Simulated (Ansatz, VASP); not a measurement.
# GaSb: VASP beside Ansatz

Wanted: the spread between two codes on one cell, functional and k mesh. The two relaxations start from unlike cells of this crystal (the structure described is Ansatz's start), so only their ends are compared.

Program: Ansatz 0.2.0. Level of theory: plane waves, with VASP 6.6.1 beside it; relaxation of cell and atoms at BLYP. Results are calculated unless marked as measured.

### Step 1. The structure

Symmetry: F-43m, No. 216, cubic system. Conventional cell: a = 6.118 Å, b = 6.118 Å, c = 6.118 Å, α = 90.00°, β = 90.00°, γ = 90.00°. Nearest to Ga lie 4 Sb at 2.65 Å. Nearest to Sb lie 4 Ga at 2.65 Å. Farther neighbours are not listed.

### Step 2. Ansatz: relaxation of cell and atoms, BLYP

Ansatz runs on its default PAW (the set named soft_2) files.

The relaxed volume is the usual yardstick between codes: in a stiff, nearly cubic crystal its relative difference is about their pressure difference at one cell divided by the bulk modulus.

input.yaml

```yaml
crystal:
  lattice:
    - [0.0, 3.059, 3.059]
    - [3.059, 0.0, 3.059]
    - [3.059, 3.059, 0.0]
  atoms:
    - { symbol: Ga, position: [0.0, 0.0, 0.0] }
    - { symbol: Sb, position: [0.25, 0.25, 0.25] }
kpoints:
  mp_grid: { grid: [18, 18, 18] }
hamiltonian:
  xc: blyp
scf:
  occupations: { method: methfessel_paxton, width: 0.25 }
output:
  forces: true
  stress: true
  eigenvalues: true
relax:
  adjacent_minimum: "off"
  f_tol: 0.005
  max_steps: 60
  cell: { stress_tol: 0.03 }
```

Run with:

```sh
$ ansatz run input.yaml --threads 4 --pin off --max-ram 16384MiB --backend cpu --events-out ev --progress --plain --runs-dir out
```

Numbers of over 12 decimals in the logs are rounded to 6 here.

Output:

```text
Engine: ansatz 0.2.0, aarch64-unknown-linux-gnu
Pseudopotentials: kind: paw
Pseudopotential: Ga, paw, valence charge 13, recommended cutoff 420 eV (normal), Ga.paw.azcp
Pseudopotential: Sb, paw, valence charge 15, recommended cutoff 420 eV (normal), Sb.paw.azcp
Functional definition: BLYP
  parameter beta = 0.0042
  parameter a = 0.04918
  parameter b = 0.132
  parameter c = 0.2533
  parameter d = 0.349
  exchange = b88_x(beta = beta)
  correlation = lyp_c(a = a, b = b, c = c, d = d)
Crystal: 2 atoms, lattice volume = 57.249 Å³
Basis set: ecut = 420 eV, 1139 PW (Γ), exchange–correlation on 60×60×60 points (8 copies of the dense FFT grid, shifted against one another)
Bands: 18, of which v1, the nominal top of the filled ones, is band 14 counted from 1 (13 counted from 0)
Symmetry: 24 space group operations
Space group: F-43m (ITA 216), of the structure as read, at distance tolerance 3.9e-5 Å
k-points: 195 of 5832 (time reversal used)
Non-local potential: Ga, projectors of the file, l = 0: 2, l = 1: 2, l = 2: 3, l = 3: 1
Non-local potential: Sb, projectors of the file, l = 0: 2, l = 1: 2, l = 2: 2, l = 3: 2
PAW form: soft (Blöchl's): semilocal exchange-correlation on the pseudo side does not see the compensation charge
PAW frozen core: Ga, regenerated for the run's functional, and the local potential with it (the file was generated under x = pbe(κ = 0.804, μ = 0.219515), c = pbe(β = 0.066725))
PAW frozen core: Sb, regenerated for the run's functional, and the local potential with it (the file was generated under x = pbe(κ = 0.804, μ = 0.219515), c = pbe(β = 0.066725))
PAW one-centre angular grid: Ga, 590 points (default); XC on 64 Gauss nodes
PAW one-centre angular grid: Sb, 590 points (default); XC on 64 Gauss nodes
Initial density: superposition of atomic densities (neutral atoms: chi_scale 0, normalization atom), corrected by the library's trained network
Initial wavefunctions: pseudopotential atomic-orbital guess
Functional: x = b88, c = lyp
SCF iter   1: F=—  HF=-10294.490411 eV  |F-HF|=—  |Δ(HF+E_count)|=         —  Δρ=4.86e-3  dr2=9.61e-3  ethr=1.77e-3  ⟨swp⟩=5.1  Hψ=16776  notcnv=0
preconditioner: auto → none  [insulator: Δε(μ)=0.389 eV  Ē_g=14.729 eV  σ=0.250 eV  W_gap=0.72  n_scr=14 (ndim 8)  ℏωp=20.8 eV  f_vac=0.091  D(μ)=0.02/eV (n_scr^D=0)  ε∞_Penn≈3.0]
SCF iter   2: F=—  HF=-10294.486435 eV  |F-HF|=—  |Δ(HF+E_count)|=   3.98e-3  S|Δr|=    0.00e0  Δρ=2.60e-3  dr2=1.52e-3  ethr=3.43e-5  ⟨swp⟩=2.2  Hψ=6634  notcnv=0
SCF iter   3: F=—  HF=-10294.486432 eV  |F-HF|=—  |Δ(HF+E_count)|=   3.18e-6  S|Δr|=    0.00e0  Δρ=7.25e-4  dr2=3.07e-4  ethr=5.42e-6  ⟨swp⟩=2.0  Hψ=5244  notcnv=0
SCF iter   4: F=—  HF=-10294.486174 eV  |F-HF|=—  |Δ(HF+E_count)|=   2.57e-4  S|Δr|=    0.00e0  Δρ=1.76e-4  dr2=1.20e-5  ethr=1.10e-6  ⟨swp⟩=2.0  Hψ=5266  notcnv=0
SCF iter   5: F=—  HF=-10294.486177 eV  |F-HF|=—  |Δ(HF+E_count)|=   2.70e-6  S|Δr|=    0.00e0  Δρ=8.64e-5  dr2=2.40e-6  ethr=4.29e-8  ⟨swp⟩=2.0  Hψ=6241  notcnv=0
SCF iter   6: F=—  HF=-10294.486176 eV  |F-HF|=—  |Δ(HF+E_count)|=   5.38e-7  S|Δr|=    0.00e0  Δρ=2.11e-5  dr2=1.23e-7  ethr=8.58e-9  ⟨swp⟩=2.0  Hψ=6241  notcnv=0
SCF iter   7: F=-10294.486176 eV  HF=-10294.486176 eV  |F-HF|=6.77e-10  |Δ(HF+E_count)|=   2.21e-8  S|Δr|=    0.00e0  Δρ=2.44e-6  dr2=1.40e-9  ethr=3.57e-10  ⟨swp⟩=5.7  Hψ=15296  notcnv=0
SCF 1 converged in 7 iterations: F = -10294.486176 eV  dr2 = 1.40e-9
  greatest PAW one-centre occupation: 0.997 electrons in one spin orbital (limit 2), on the Sb atom at site 1 (counted from 0), in its partial waves of l = 2
relax step   1: F+E_penalty+E_count = -10294.48617649 eV  Δ(F+E_penalty+E_count) = +0.000e0 eV  max|allowed force component| = 1.850e-16 eV/Å  Δτ_max = 0.0000 Å  P = +5.289 GPa  Ω = 57.249 Å³  (7 SCF iters, dr2 threshold 1.00e-7 eV, accepted)
[...]
relax step   3: F+E_penalty+E_count = -10294.58594067 eV  Δ(F+E_penalty+E_count) = -3.011e-3 eV  max|allowed force component| = 4.395e-17 eV/Å  Δτ_max = 0.0000 Å  P = -0.142 GPa  Ω = 64.350 Å³  energy of the carried Pulay correction = -1.260e-3 eV  (6 SCF iters, dr2 threshold 2.00e-7 eV, accepted)
[...]
relax step   4: F+E_penalty+E_count = -10294.58610101 eV  Δ(F+E_penalty+E_count) = -1.603e-4 eV  max|allowed force component| = 2.776e-17 eV/Å  Δτ_max = 0.0000 Å  P = +0.006 GPa  Ω = 64.081 Å³  energy of the carried Pulay correction = -1.215e-3 eV  (4 SCF iters, dr2 threshold 5.07e-8 eV, accepted)
[...]
relax step   5: F+E_penalty+E_count = -10294.58713940 eV  Δ(F+E_penalty+E_count) = -1.038e-3 eV  max|allowed force component| = 3.065e-17 eV/Å  Δτ_max = 0.0000 Å  P = +0.002 GPa  Ω = 64.081 Å³  stress off target by 2.15e-3 GPa  SCF on the basis re-selected at this cell (its energy is not comparable with the rows above)  (8 SCF iters)
basis re-selected at this cell: Δ(F+E_penalty+E_count) = -1.038e-3 eV, ΔP = -0.003 GPa vs the last step (what re-selecting the basis moved, of the pressure what is left beyond the Pulay correction that the steps carried, after the strain that the cell walked since its last selection, with what the two solves' SCF thresholds leave and, on support functions, any second-order correction that the steps lacked; it is no measure of the basis error at this ecutwfc). The dense FFT grid was sized anew with the basis: this SCF ran on 32×32×32 points, the steps before it on 30×30×30, so part of this shift can come from that change (see relax.cell in the input reference). [rest of the remark cut]
SCF converged after 8 iterations
Stability not checked: this state was not tested for a lower state beside it, because cold or Methfessel-Paxton smearing, or corrected tetrahedra, fill the levels in a way that the test cannot read (fill_not_monotonic; see scf.lower_state_search)
Free energy (F): -10294.587139 eV
Harris-Foulkes:  -10294.587139 eV  (|F-HF|=3.64e-12)
Internal energy: -10294.588585 eV  (E = F + TS)
E sigma→0 (E₀):  -10294.587501 eV
Entropy (-TS):   0.001445 eV (0.723 meV/atom)
Fermi energy:    6.768085 eV
Step filling:    the computed levels leave a gap of 0.0000 eV = 0.0 smearing widths at the electron count; against every level under it full and every level over it empty, smearing changes F+E_penalty+E_count by +0.457 meV and its σ→0 estimate by +0.095 meV
--- Per-component energies (eV) ---
  E_band       = -283.453158
  E_kinetic    = 322.499728
  E_local      = -4059.086842  (includes V_loc(G=0)·N_el)
  E_nonlocal   = 778.421934
  E_hartree    = 1862.478512
  E_xc         = -204.141315
  E_vxc        = -149.071020  (∫ρ·V_xc dr)
  E_paw        = -6592.768983  (= ΣΔE_a)
  E_vpaw       = -901.173878  (= ΣTr[D̂ρ^β])
  E_aug_tail   = -0.000105  (compensation charges beyond the density's cutoff)
  E_ewald      = -2401.936333
  E_core_change = -0.055181  (= ΣΔE_core)
  E_smearing   = 0.001445  (= −TS)
  E_closure    = 0.000000  (closes the sum)
  Σ components = -10294.587139   (vs F -10294.587139, Δ=0.00e0)
--- Forces (eV/Å), atoms counted from 1 ---
  atom   1  Ga     0.00000000     0.00000000    -0.00000000
  atom   2  Sb    -0.00000000     0.00000000     0.00000000
  max |Σ_I F_I| component: 3.70e-17 eV/Å
--- Stress (GPa, compression-positive) ---
        0.002147       0.000000       0.000000
        0.000000       0.002147       0.000000
        0.000000       0.000000       0.002147
  P = ⅓ Tr σ = 0.0021 GPa (0.021 kbar)
--- Band table (eV; the first three rows and the last of 195) ---
  k-point 0: bands = [... 10 lower, -4.0674, 5.7883, 6.7181, 6.7181, 6.7181, 9.5549, 9.5549, 9.5549]
  k-point 1: bands = [... 10 lower, -4.0401, 5.3842, 6.6727, 6.6727, 6.9823, 9.6198, 9.6198, 9.6287]
  k-point 2: bands = [... 10 lower, -3.9593, 4.6690, 6.5523, 6.5523, 7.2626, 9.7917, 9.7917, 9.9023]
  k-point 194: bands = [... 10 lower, -2.0651, 0.4441, 3.9396, 4.1387, 9.7893, 10.5107, 11.5152, 11.7624]
--- Relaxed structure (4 steps of the walk, 4 accepted, 1 SCFs on fresh bases) ---
  F+E_penalty+E_count = -10294.58713940 eV   max|allowed force component| = 3.065e-17 eV/Å   (the final SCF, on the basis selected at the relaxed cell)
  cell:  # Å, volume = 64.0813 Å³
    - [0, 3.176145, 3.176145]
    - [3.176145, 0, 3.176145]
    - [3.176145, 3.176145, 0]
  atoms:
    - { symbol: Ga, position: [0, 0, 0] }
    - { symbol: Sb, position: [0.250000, 0.250000, 0.250000] }
```

### Step 3. VASP: relaxation of cell and atoms, BLYP

Its own start cell and the same functional (in two slightly different forms), mesh and smearing now go to VASP, with its own data sets.

Lines of VASP's logs that name or quote its potential files are left out, and so is its time.

INCAR

```
SYSTEM = GaSb
PREC = Accurate
ENCUT = 500
EDIFF = 1E-07
NELM = 120
ISMEAR = 1
SIGMA = 0.25
LREAL = .FALSE.
ALGO = Normal
GGA = B5
ALDAX = 1
AGGAX = 1
AGGAC = 1
ALDAC = 0
NBANDS = 15
LORBIT = 11
LWAVE = .FALSE.
LCHARG = .FALSE.
ISIF = 3
IBRION = 2
NSW = 80
EDIFFG = -0.005
LASPH = .TRUE.
GGA_COMPAT = .FALSE.
NELMIN = 4
```

POSCAR

```
GaSb
1.0
    0.0000000000      3.1792775920      3.1792775920
    3.1792775920      0.0000000000      3.1792775920
    3.1792775920      3.1792775920      0.0000000000
Ga Sb
1 1
Direct
    0.0000000000      0.0000000000      0.0000000000
    0.2500000000      0.2500000000      0.2500000000
```

KPOINTS

```
Automatic mesh
0
Gamma
18 18 18
0 0 0
```

Potentials, in the order of the species: Ga_d and Sb (PBE family, release 64).

Run with:

```sh
$ mpirun -np 1 vasp_std
```

Output:

```text
[banner, memory and clock lines left out]
running    1 mpi-ranks, on    1 nodes
 distrk:  each k-point on    1 cores,    1 groups
 distr:  one band on    1 cores,    1 groups

 POSCAR found type information on POSCAR GaSb
 POSCAR found :  2 types and       2 ions
|                                                                             |
|               ----> ADVICE to this user running VASP <----                  |
|                                                                             |
|     You enforced a specific xc type in the INCAR file but a different       |
|     [... a line on the potential file left out ...]
|     I HOPE YOU KNOW WHAT YOU ARE DOING!                                     |
|                                                                             |

 LDA part: xc-table for (Slater(with rela. corr.)+VWN5), standard interpolation
 POSCAR, INCAR and KPOINTS ok, starting setup
 FFT: planning ... GRIDC
 FFT: planning ... GRID_SOFT
 FFT: planning ... GRID
 WAVECAR not read
 entering main loop
       N       E                     dE             d eps       ncg     rms          rms(c)
DAV:   1     0.818038971570E+02    0.81804E+02   -0.84626E+03  5906   0.138E+03
DAV:   2     0.187470744236E+00   -0.81616E+02   -0.78807E+02  6781   0.297E+02
DAV:   3    -0.606958179876E+01   -0.62571E+01   -0.62343E+01  6991   0.683E+01
DAV:   4    -0.618758654802E+01   -0.11800E+00   -0.11798E+00  7144   0.104E+01
DAV:   5    -0.619065388531E+01   -0.30673E-02   -0.30673E-02  7852   0.147E+00    0.269E+00
DAV:   6    -0.613984604332E+01    0.50808E-01   -0.82478E-02  7886   0.417E+00    0.157E+00
DAV:   7    -0.612551452581E+01    0.14332E-01   -0.44104E-02  6683   0.159E+00    0.361E-01
DAV:   8    -0.612579827114E+01   -0.28375E-03   -0.49453E-03  7747   0.778E-01    0.711E-02
DAV:   9    -0.612604101851E+01   -0.24275E-03   -0.45318E-04  6538   0.223E-01    0.266E-02
DAV:  10    -0.612607794977E+01   -0.36931E-04   -0.36498E-05  6984   0.453E-02    0.585E-03
DAV:  11    -0.612608039080E+01   -0.24410E-05   -0.45052E-06  7409   0.201E-02    0.490E-03
DAV:  12    -0.612608103687E+01   -0.64607E-06   -0.63679E-07  6998   0.604E-03    0.294E-03
DAV:  13    -0.612608074611E+01    0.29076E-06   -0.64921E-08  5522   0.191E-03    0.430E-04
DAV:  14    -0.612608073881E+01    0.73046E-08   -0.67030E-09  3898   0.906E-04
   1 F= -.61260807E+01 E0= -.61265591E+01  d E =-.612608E+01
 curvature:   0.00 expect dE= 0.000E+00 dE for cont linesearch  0.000E+00
 trial: gam= 0.00000 g(F)=  0.140E-46 g(S)=  0.816E-05 ort = 0.000E+00 (trialstep = 0.100E+01)
 search vector abs. value=  0.816E-05
 bond charge predicted
       N       E                     dE             d eps       ncg     rms          rms(c)
DAV:   1    -0.612617983182E+01   -0.99086E-04   -0.12259E-03  7327   0.546E-01    0.544E-02
DAV:   2    -0.612610796771E+01    0.71864E-04   -0.13531E-04  7285   0.200E-01    0.250E-02
DAV:   3    -0.612609008150E+01    0.17886E-04   -0.21536E-05  7446   0.689E-02    0.556E-03
DAV:   4    -0.612608799059E+01    0.20909E-05   -0.19611E-06  6880   0.181E-02    0.196E-03
DAV:   5    -0.612608761416E+01    0.37643E-06   -0.14410E-07  5001   0.479E-03    0.482E-04
DAV:   6    -0.612608757398E+01    0.40179E-07   -0.32677E-08  3436   0.302E-03
   2 F= -.61260876E+01 E0= -.61265675E+01  d E =-.683518E-05
 trial-energy change:   -0.000007  1 .order   -0.000006   -0.000008   -0.000003
 step:   1.2037(harm=  1.5650)  dis= 0.00000  next Energy=    -6.126088 (dE=-0.715E-05)
 reached required accuracy - stopping structural energy minimisation
```

Parts of OUTCAR (step 3):

```text
ion  position               nearest neighbor table
   1  0.000  0.000  0.000-   2 2.75   2 2.75   2 2.75   2 2.75
   2  0.250  0.250  0.250-   1 2.75   1 2.75   1 2.75   1 2.75

  LATTYP: Found a face centered cubic cell.
 ALAT       =     6.3585551840

 Subroutine GETGRP returns: Found 24 space group operations
 (whereof 24 operations were pure point group operations)

The static configuration has the point symmetry T_d .

 Found    195 irreducible k-points:

   k-points           NKPTS =    195   k-points in BZ     NKDIM =    195   number of bands    NBANDS=     15

   dimension x,y,z NGX =    36 NGY =   36 NGZ =   36
   dimension x,y,z NGXF=    72 NGYF=   72 NGZF=   72

   ENCUT  =  500.0 eV  36.75 Ry    6.06 a.u.   8.20  8.20  8.20*2*pi/ulx,y,z

   NELECT =      18.0000    total number of electrons

 k-points in reciprocal lattice and weights: Automatic mesh
   0.00000000  0.00000000  0.00000000       0.000
   0.05555556  0.00000000  0.00000000       0.001
   0.11111111  0.00000000  0.00000000       0.001
   0.16666667  0.00000000  0.00000000       0.001
   0.22222222  0.00000000  0.00000000       0.001
   0.27777778  0.00000000  0.00000000       0.001
   0.33333333  0.00000000  0.00000000       0.001
   0.38888889  0.00000000  0.00000000       0.001
   0.44444444  0.00000000  0.00000000       0.001
[...]
-0.27777778  0.44444444  0.22222222       0.004
  -0.27777778  0.50000000  0.22222222       0.002

 average (electrostatic) potential at core
       1 -66.2841       2 -88.5062

 E-fermi :   4.2184

 k-point     1 :       0.0000    0.0000    0.0000
  band No.  band energies     occupation
    ...
      6      -6.5776      2.00000
      7       3.2633      2.00000
      8       4.1674      1.33777
      9       4.1674      1.33777
     10       4.1674      1.33777
     11       6.9862     -0.00000
     12       6.9862     -0.00000
     13       6.9862     -0.00000
     14      10.0816      0.00000
     15      12.6850      0.00000

 k-point     2 :       0.0556    0.0000    0.0000
  band No.  band energies     occupation
    ...
      5     -10.7013      2.00000
      6      -6.5504      2.00000
      7       2.8534      2.00000
      8       4.1218      1.60317
      9       4.1218      1.60316
     10       4.4365     -0.01266
     11       7.0510     -0.00000
     12       7.0510     -0.00000
     13       7.0614     -0.00000
     14      10.2419      0.00000
    ...

 k-point     3 :       0.1111    0.0000    0.0000
  band No.  band energies     occupation
    ...
      5     -10.7014      2.00000
      6      -6.4695      2.00000
      7       2.1345      2.00000
      8       4.0011      2.01139
      9       4.0011      2.01139
     10       4.7180     -0.01609
     11       7.2229     -0.00000
     12       7.2229     -0.00000
     13       7.3382     -0.00000
     14      10.6654      0.00000
    ...

  Total        0.0038340      0.0038340      0.0038340     -0.0000000      0.0000000     -0.0000000
  in kB        0.0955033      0.0955033      0.0955033     -0.0000000      0.0000000     -0.0000000
  external PRESSURE =       0.0955033 kB  Pullay stress =       0.0000000 kB

  energy-cutoff  :      500.00
  volume of cell :       64.32
      direct lattice vectors                 reciprocal lattice vectors
     0.000000000  3.180092050  3.180092050    -0.157228153  0.157228153  0.157228153
     3.180092050  0.000000000  3.180092050     0.157228153 -0.157228153  0.157228153
     3.180092050  3.180092050 -0.000000000     0.157228153  0.157228153 -0.157228153

 POSITION                                       TOTAL-FORCE (eV/Angst)
 -----------------------------------------------------------------------------------
      6.36018      6.36018      6.36018        -0.000000     -0.000000      0.000000
      1.59005      1.59005      1.59005         0.000000      0.000000     -0.000000
 -----------------------------------------------------------------------------------
    total drift:                                0.000000      0.000000      0.000000

  FREE ENERGIE OF THE ION-ELECTRON SYSTEM (eV)
  ---------------------------------------------------
  free  energy   TOTEN  =        -6.1260875740 eV

  energy  without entropy=       -6.1275274524  energy(sigma->0) =       -6.12656753

 reached required accuracy - stopping structural energy minimisation

 total charge
# of ion       s       p       d       tot
------------------------------------------
    1        0.938   0.662   9.953  11.553
    2        1.163   1.285   0.020   2.467
--------------------------------------------------
tot          2.100   1.946   9.973  14.020

[... 3 further parts left out ...]
```

CONTCAR:

```
GaSb
   1.00000000000000
     0.0000000000000000    3.1800920495174791    3.1800920495174791
     3.1800920495174791    0.0000000000000000    3.1800920495174791
     3.1800920495174791    3.1800920495174791   -0.0000000000000000
  Ga              Sb
     1     1
Direct
     1.0000000000000000    1.0000000000000000    1.0000000000000000
     0.2500000000000000    0.2500000000000000    0.2500000000000000
```

### Step 4. Side by side

Known differences besides the potentials themselves: the data sets hold 28 valence electrons in Ansatz (on its default PAW (the set named soft_2) files) and 18 in VASP; the cutoff is 420 eV in Ansatz and 500 eV in VASP; Ansatz makes its cores anew for this functional, VASP keeps those of its PBE data sets; VASP's log shows a relativistic correction to its local exchange, Ansatz's none; Ansatz adds a Pulay correction to the stress that steers its cell, VASP none. Total energies have different zeros and are not compared.

Compared:

| quantity | Ansatz | VASP | difference |
| --- | --- | --- | --- |
| volume (Å³) | 64.08 | 64.32 | -0.37 % |
| edge a after relaxation, in the typed setting (Å) | 4.492 | 4.497 | -0.12 % |

### Step 5. Summary of results

```yaml
difference_in_volume_relaxation_of_cell_and_atoms_blyp: -0.37 %
```

What this shows: The difference in volume is -0.37 % (relaxation of cell and atoms, BLYP), within the 1.2 % picked in this series as the mark of a large difference, as far as the stopping tolerances let one tell. The data sets hold unlike numbers of valence electrons (28 in Ansatz and 18 in VASP), so part of the differences comes from the potentials. Such differences can come from data sets, numerical settings and the points named under the comparisons, not from the functional's error against experiment.

[Lines on the potential files, build, host, timing and source positions are cut from VASP's logs without a mark.]

[Logs are printed without paths, hosts, clocks, repeated set-up lines and the standing remarks that a program may print on its own settings, such as how far it seeks lower states.]

[Hosts, paths, dates, database ids (printed as entryN), source tags and the programs' standing remarks are cut or masked in the printed files.]
